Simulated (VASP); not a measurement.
A run of VASP 6.6.1 is set up as follows.

POSCAR

```
Sn2TeSe
1.0
    4.2223851855      0.0000000000      0.0000000000
    0.0000000000      4.2223851855      0.0000000000
    0.0000000000      0.0000000000      6.2416961468
Se Sn Te
1 2 1
Direct
    0.0000000000      0.0000000000      0.0000000000
    0.0000000000      0.0000000000      0.5000000000
    0.5000000000      0.5000000000      0.0000000000
    0.5000000000      0.5000000000      0.5000000000
```

The input INCAR.step1:

```
SYSTEM = Sn2TeSe
ALGO = Normal
EDIFF = 1E-4
ENCUT = 520
GGA = PE
ISMEAR = -1
LASPH = .TRUE.
LCHARG = .FALSE.
LREAL = .FALSE.
LWAVE = .TRUE.
NBANDS = 28
NELM = 100
PREC = Accurate
SIGMA = 0.02
```

File INCAR.step2:

```
SYSTEM = Sn2TeSe
ALGO = Normal
EDIFF = 1E-7
ENCUT = 520
ISIF = 2
ISMEAR = -1
ISTART = 1
LASPH = .TRUE.
LCHARG = .FALSE.
LMIXTAU = .TRUE.
LREAL = .FALSE.
LWAVE = .FALSE.
METAGGA = R2SCAN
NBANDS = 28
NELM = 100
PREC = Accurate
SIGMA = 0.02
```

The input KPOINTS:

```
k-points
0
G
  6 6 4
  0 0 0
```

Potentials or basis: VASP PAW PBE potentials, release 64 (Se, Sn_d, Te).

The run is started by

```sh
$ cat potpaw_PBE.64/Se/POTCAR potpaw_PBE.64/Sn_d/POTCAR potpaw_PBE.64/Te/POTCAR > POTCAR
$ cp INCAR.step1 INCAR
$ mpirun -np 1 vasp_std > vasp.out
$ cp INCAR.step2 INCAR
$ mpirun -np 1 vasp_std > vasp.out
```

Predict the band gap on the k mesh.

none (metal or under the smearing width).

Predict the pressure.

4.2 GPa.

Stress tensor (GPa, compression positive):
```
 6.23  0.00  0.00
 0.00  6.23  0.00
 0.00  0.00 -0.01
```

Caveat: the PAW data sets were made with another functional, which shifts forces and pressure a little. The run has no spin-orbit coupling, so splittings on Te are missing.
